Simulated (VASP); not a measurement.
Write the native input for VASP 6.6.1 that does the following.

```yaml
Task: relaxation of cell and atoms
Functional: LDA
Potentials_or_basis: VASP PAW LDA potentials, release 64 (W_sv, C)
Cutoff: 600 eV
k_mesh: 6 × 6 × 6
Occupations: fermi-dirac, width 0.05 eV
Spin: no spin polarisation
Target_pressure: 30 GPa
Further_INCAR_settings: ALGO = Normal; EDIFF = 1e-06; IBRION = 2; EDIFFG = -0.02; NSW = 60; ISIF = 3
Target_pressure: 30 GPa
```

The structure of WC lies in POSCAR:

```
WC
1.0
    0.0000000000      2.8868000000      2.8868000000
    2.8868000000      0.0000000000      2.8868000000
    2.8868000000      2.8868000000      0.0000000000
W C
2 2
Direct
    0.5000000000      0.5000000000      0.5000000000
    0.7500000000      0.7500000000      0.7500000000
    0.0000000000      0.0000000000      0.0000000000
    0.2500000000      0.2500000000      0.2500000000
```

The cell was built by a generator and needn't be a form met in nature.

These files were run (other wordings do the same):

INCAR

```
SYSTEM = WC
ALGO = Normal
EDIFF = 1E-6
EDIFFG = -0.02
ENCUT = 600
IBRION = 2
ISIF = 3
ISMEAR = -1
LASPH = .TRUE.
LCHARG = .FALSE.
LREAL = .FALSE.
LWAVE = .FALSE.
NELM = 80
NSW = 60
PREC = Accurate
PSTRESS = 300
SIGMA = 0.05
```

KPOINTS

```
k-points
0
G
  6 6 6
  0 0 0
```

Potentials or basis: VASP PAW LDA potentials, release 64 (W_sv, C).

The run is started by

```bash
$ cat potpaw_LDA.64/W_sv/POTCAR potpaw_LDA.64/C/POTCAR > POTCAR
$ mpirun -np 1 vasp_std > vasp.out
```

It gave:

```
Relaxed volume                                         : 10.55 Å³/atom
Relaxed cell                                           : a = 3.908 Å, b = 3.908 Å, c = 3.908 Å, α = 60.00°, β = 60.00°, γ = 60.00°
Space group after relaxing (to 0.05 Å)                 : Fd-3m (No. 227)
Energy change on relaxing (the enthalpy is what falls) : +68.1 meV/atom
Ionic steps                                            : 5
Pressure after relaxing                                : 30.0 GPa
Band gap on the k mesh                                 : none (metal or under the smearing width)
```

Caveat: the cell is relaxed towards a set pressure, so the enthalpy falls and the energy may rise.

It took 75 s on 1 thread of Intel(R) Xeon(R) Platinum 8488C (Sapphire Rapids), with other jobs on the host, peak memory 0.19 GiB.
